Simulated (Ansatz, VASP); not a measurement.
## CS3 in VASP and in Ansatz

```
C S
1.0
     6.56831    0.00000    0.00000
    -3.28416    5.68832    0.00000
     0.00000    0.00000    2.96162
C S
2 6
Direct
  0.66667 0.33333 0.25000
  0.33333 0.66667 0.75000
  0.19145 0.38290 0.25000
  0.61710 0.80855 0.25000
  0.19145 0.80855 0.25000
  0.80855 0.19145 0.75000
  0.38290 0.19145 0.75000
  0.80855 0.61710 0.75000
```

Change from the starting cell: species swapped into the SmAg3 type (P6_3/mmc, No. 194).

Alike in both runs: functional PBE; dispersion D3(BJ); k mesh 3 × 3 × 4; occupations gaussian, width 0.1 eV; no spin polarisation.

Ansatz relaxed the structure, and its values are those at the end. VASP's run is a single point on that final structure, the one shown.

|  | VASP | Ansatz |
| --- | --- | --- |
| version | VASP 6.6.1 | Ansatz 0.2.0 |
| potentials or method | VASP PAW PBE potentials, release 64 (C, S) | scalar-relativistic, plane waves, PAW |
| plane-wave cutoff (eV) | 520 | 420 |
| valence electrons in the cell | 44 | 44 |

VASP gave:

```
gap on the k mesh at the Fermi level (eV) : none
pressure (GPa)                            : -0.3
rms of the force components (eV/Å)        : 0.008
```

Question: What did Ansatz give for the same quantities?

Answer: gap on the k mesh at the Fermi level (eV): none; pressure (GPa): -0.1; rms of the force components (eV/Å): 0.016.

A gap of «none» marks a metal or a gap that the smearing closes. Ansatz warned: «dispersion_switch_in_reach».

Caveats: the k mesh is coarse (spacing up to 0.53 Å⁻¹), so the values aren't converged; pairwise dispersion overbinds metals, which lowers pressure and volume.
